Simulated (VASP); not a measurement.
VASP input:

File KPOINTS:
```
Automatic mesh
0
Gamma
7 7 7
0 0 0
```

INCAR:
```
# general
SYSTEM  = Sr(FeP)2
PREC    = Accurate
ENCUT   = 300
LREAL   = .FALSE.
LASPH   = .TRUE.

# electronic loop
EDIFF   = 1E-6
NELM    = 100
ALGO    = Normal
LMAXMIX = 4

# smearing
ISMEAR  = 0
SIGMA   = 0.272

# functional
GGA     = PS

# ions
ISIF    = 2

# output
LWAVE   = .FALSE.
LCHARG  = .FALSE.
```

POSCAR:
```
Sr(FeP)2
1
   -1.9065700000     1.9065700000     5.7047930000
    1.9065700000    -1.9065700000     5.7047930000
    1.9065700000     1.9065700000    -5.7047930000
Sr Fe P
1 2 2
Direct
  0.0000000000   0.0000000000   0.0000000000
  0.7500000000   0.2500000000   0.5000000000
  0.2500000000   0.7500000000   0.5000000000
  0.6558400000   0.6558400000   0.0000000000
  0.3441600000   0.3441600000   0.0000000000
```

POTCAR, in this order: Sr_sv Fe P (PBE.64 set). Program: vasp_std.

**Question.** Write an equivalent input for Ansatz.

**Answer.** One equivalent input (not run):
Ansatz 0.2 input:
```yaml
crystal:
  lattice:
    - [-1.9065700, 1.9065700, 5.7047930]
    - [1.9065700, -1.9065700, 5.7047930]
    - [1.9065700, 1.9065700, -5.7047930]
  atoms:
    - { symbol: Sr, position: [0.0000000, 0.0000000, 0.0000000] }
    - { symbol: Fe, position: [0.7500000, 0.2500000, 0.5000000] }
    - { symbol: Fe, position: [0.2500000, 0.7500000, 0.5000000] }
    - { symbol: P, position: [0.6558400, 0.6558400, 0.0000000] }
    - { symbol: P, position: [0.3441600, 0.3441600, 0.0000000] }
kpoints:
  mp_grid: { grid: [7, 7, 7] }
hamiltonian:
  xc: pbesol
  pseudopotentials: { kind: paw }
scf:
  occupations: { method: gaussian, width: 0.272 }
  max_iter: 100
output: { forces: true, stress: true, eigenvalues: true }
```
The two are equivalent in intent, not identical: each code has its own PAW files, so the cut-off isn't converted (ENCUT is set for VASP's; basis.ecutwfc is left out, and Ansatz then takes the one that its files recommend); Ansatz stops its SCF on the density residual and VASP on the energy change (EDIFF).

The structure comes from a computed database's Fe2SrP2 entry; how it stands against other phases isn't given here. The cell was not relaxed at this level. The k-mesh is coarse (spacing up to 0.33 per Å, 2π included), so the numbers may not be converged in it.
